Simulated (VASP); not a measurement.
Method: vdW-DF2, VASP's PBE PAW potentials (set 64) (plane waves; VASP 6.6.1).

Input for VASP

File POSCAR:
```
SrCl2
1.0
  0.0000000000   3.5516096489   3.5516096489
  3.5516096489   0.0000000000   3.5516096489
  3.5516096489   3.5516096489   0.0000000000
Sr Cl
1 2
Cartesian
  0.0000000000   0.0000000000   0.0000000000
  1.7758048244   1.7758048244   1.7758048244
  5.3274144734   5.3274144734   5.3274144734
```

**KPOINTS**
```
k-points along high-symmetry lines
15
Line-mode
Reciprocal
  0.000000   0.000000   0.000000 ! GAMMA
  0.500000   0.000000   0.500000 ! X

  0.500000   0.000000   0.500000 ! X
  0.625000   0.250000   0.625000 ! U

  0.375000   0.375000   0.750000 ! K
  0.000000   0.000000   0.000000 ! GAMMA

  0.000000   0.000000   0.000000 ! GAMMA
  0.500000   0.500000   0.500000 ! L

  0.500000   0.500000   0.500000 ! L
  0.500000   0.250000   0.750000 ! W

  0.500000   0.250000   0.750000 ! W
  0.500000   0.000000   0.500000 ! X
```

### INCAR
```
PREC=Accurate
EDIFF=1E-7   ! SCF stop (eV)
ICHARG=11   ! fixed density
LREAL=.FALSE.
ZAB_VDW=-1.8867
LORBIT=11
AGGAC=0.0
LASPH=.TRUE.   ! aspherical one-centre terms
ISMEAR=0
NELM=100   ! most electronic steps
LUSE_VDW=.TRUE.
SYSTEM=SrCl2
SIGMA=0.05   ! width (eV)
ALGO=Normal
LWAVE=.FALSE.
LMAXMIX=4   ! l cut-off of mixed one-centre charges
ENCUT=520   ! plane-wave cut-off (eV)
GGA=ML
LCHARG=.FALSE.
```

POTCAR, in this order: Sr_sv Cl (PBE.64 set). Program: vasp_std. Read from the step before: CHGCAR.

What VASP printed:

File OUTCAR:
```
 ion  position               nearest neighbor table
   1  0.000  0.000  0.000-   2 3.08   3 3.08   3 3.08   3 3.08   3 3.08   2 3.08   2 3.08   2 3.08
  LATTYP: Found a face centered cubic cell.
 ALAT       =     7.1032192978
 Subroutine PRICEL returns:
 Original cell was already a primitive cell.
 Subroutine GETGRP returns: Found 48 space group operations
The static configuration has the point symmetry O_h .
The dynamic configuration has the point symmetry O_h .
 Subroutine INISYM returns: Found 48 space group operations
   k-points           NKPTS =     90   k-points in BZ     NKDIM =     90   number of bands    NBANDS=     16
   number of dos      NEDOS =    301   number of ions     NIONS =      3
   total plane-waves  NPLWV =  64000
   dimension x,y,z NGX =    40 NGY =   40 NGZ =   40
   dimension x,y,z NGXF=    80 NGYF=   80 NGZF=   80
   ions per type =               1   2
   PREC   = accura    normal or accurate (medium, high low for compatibility)
   ISTART =      0    job   : 0-new  1-cont  2-samecut
   ICHARG =     11    charge: 1-file 2-atom 10-const
   ISPIN  =      1    spin polarized calculation?
   LNONCOLLINEAR =      F non collinear calculations
   LSORBIT =      F    spin-orbit coupling
   INIWAV =      1    electr: 0-lowe 1-rand  2-diag
   ENCUT  =  520.0 eV  38.22 Ry    6.18 a.u.   9.34  9.34  9.34*2*pi/ulx,y,z
   NELM   =    100;   NELMIN=  2; NELMDL= -5     # of ELM steps
   EDIFF  = 0.1E-06   stopping-criterion for ELM
   LREAL  =      F    real-space projection
   NLSPLINE    = F    spline interpolate recip. space projectors
   LMAXMIX     =    4 max onsite mixed and CHGCAR
   VOSKOWN=      0    Vosko Wilk Nusair interpolation
   EDIFFG = 0.1E-05   stopping-criterion for IOM
   NSW    =      0    number of steps for IOM
   NBLOCK =      1;   KBLOCK =      1    inner block; outer block
   IBRION =     -1    ionic relax: 0-MD 1-quasi-New 2-CG
   NFREE  =      0    steps in history (QN), initial steepest desc. (CG)
   ISIF   =      2    stress and relaxation
   ISYM   =      2    0-nonsym 1-usesym 2-fastsym
   TEIN   =    0.0    initial temperature
   TEBEG  =    0.0;   TEEND  =   0.0 temperature during run
   SMASS  =  -3.00    Nose mass-parameter (am)
...
```

### OSZICAR
```
       N       E                     dE             d eps       ncg     rms          rms(c)
DAV:   1     0.153789384590E+03    0.15379E+03   -0.11486E+04  2880   0.133E+03
DAV:   2     0.217208768509E+01   -0.15162E+03   -0.14828E+03  3904   0.247E+02
DAV:   3    -0.711829932994E+01   -0.92904E+01   -0.92823E+01  3976   0.649E+01
DAV:   4    -0.742082264593E+01   -0.30252E+00   -0.30245E+00  4952   0.939E+00
DAV:   5    -0.742366185985E+01   -0.28392E-02   -0.28392E-02  4144   0.828E-01
DAV:   6    -0.742371102984E+01   -0.49170E-04   -0.49169E-04  4392   0.102E-01
DAV:   7    -0.742371243236E+01   -0.14025E-05   -0.14025E-05  4448   0.150E-02
DAV:   8    -0.742371246198E+01   -0.29615E-07   -0.29612E-07  4264   0.239E-03
   1 F= -.74237125E+01 E0= -.74237125E+01  d E =-.462928E-17
```

**OUTCAR**
```
 val. band max:       -0.3648155182   @ k =   0.5000   0.0000   0.5000

 cond. band min:       4.4723745644   @ k =   0.0000   0.0000   0.0000



 k-point     1 :       0.0000    0.0000    0.0000
  band No.  band energies     occupation
      1     -33.5427      2.00000
      2     -15.4234      2.00000
      3     -15.4234      2.00000
      4     -15.4234      2.00000
      5     -13.5254      2.00000
      6     -12.7908      2.00000
      7      -2.2798      2.00000
      8      -2.2798      2.00000
      9      -2.2798      2.00000
     10      -0.6822      2.00000
     11      -0.6822      2.00000
     12      -0.6822      2.00000
     13       4.4724      0.00000
     14       5.6830      0.00000
     15       5.6830      0.00000
     16       8.4258      0.00000

 k-point     2 :       0.0357    0.0000    0.0357
  band No.  band energies     occupation
      1     -33.5426      2.00000
      2     -15.4272      2.00000
      3     -15.4237      2.00000
      4     -15.4237      2.00000
      5     -13.5176      2.00000
      6     -12.7942      2.00000
      7      -2.2785      2.00000
      8      -2.2785      2.00000
      9      -2.2605      2.00000
     10      -0.7226      2.00000
     11      -0.6813      2.00000
     12      -0.6813      2.00000
     13       4.5117      0.00000
     14       5.6939      0.00000
     15       5.6947      0.00000
     16       8.2981      0.00000

 k-point     3 :       0.0714    0.0000    0.0714
  band No.  band energies     occupation
      1     -33.5425      2.00000
      2     -15.4382      2.00000
      3     -15.4246      2.00000
      4     -15.4246      2.00000
      5     -13.4945      2.00000
      6     -12.8042      2.00000
      7      -2.2743      2.00000
      8      -2.2743      2.00000
      9      -2.2029      2.00000
     10      -0.8379      2.00000
     11      -0.6787      2.00000
     12      -0.6787      2.00000
     13       4.6242      0.00000
     14       5.7252      0.00000
...
```

The density is held fixed in this step, so its total energy and stress have no physical meaning.

The compound is SrCl2 in the fluorite structure. It was relaxed first, which changed the volume by +5 %.
